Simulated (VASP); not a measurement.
VSi11C12 (a cell with a defect), 24 atoms in the cell. The cell holds a defect, 24 atoms: a = 9.245 Å, b = 6.163 Å, c = 6.163 Å, α = 60.00°, β = 60.00°, γ = 60.00°. 

| Item | Value |
| --- | --- |
| Program | VASP 6.6.1 |
| Task | single point |
| Functional | HSE06 |
| Potentials or basis | VASP PAW PBE potentials, release 64 (V_sv, Si, C) |
| Cutoff | 450 eV |
| k mesh | 2 × 2 × 2 |
| Occupations | gaussian, width 0.03 eV |
| Spin | collinear spin, ferromagnetic start |
| Starting moments | [1.0, 0.0, 0.0, 0.0, 0.0, 0.0, 0.0, 0.0, 0.0, 0.0, 0.0, 0.0, 0.0, 0.0, 0.0, 0.0, 0.0, 0.0, 0.0, 0.0, 0.0, 0.0, 0.0, 0.0] μB |
| Fixed moment | 1 μB |
| Dq | 0 |
| Grid for exact exchange (PRECFOCK) | Fast |
| Screening parameter | 0.2 1/A |
| Further INCAR settings | LREAL = Auto; ALGO = Damped; EDIFF = 0.0001; ISYM = -1 |

Potentials or basis: VASP PAW PBE potentials, release 64 (V_sv, Si, C).

Run with:

```bash
$ cat potpaw_PBE.64/V_sv/POTCAR potpaw_PBE.64/Si/POTCAR potpaw_PBE.64/C/POTCAR > POTCAR
$ cp INCAR.step1 INCAR
$ mpirun -np 4 vasp_std > vasp.out
$ cp INCAR.step2 INCAR
$ mpirun -np 4 vasp_std > vasp.out
```

Hardware: 4 MPI ranks on Intel(R) Xeon(R) Platinum 8559C (Emerald Rapids) (shared host).

Question: Estimate the wall time of this run.

Answer: Wall time 7.9 min on 4 MPI ranks on Intel(R) Xeon(R) Platinum 8559C (Emerald Rapids), with other jobs on the host, peak memory 0.6 GiB a rank. Counts: scf iterations 25, k points 8.
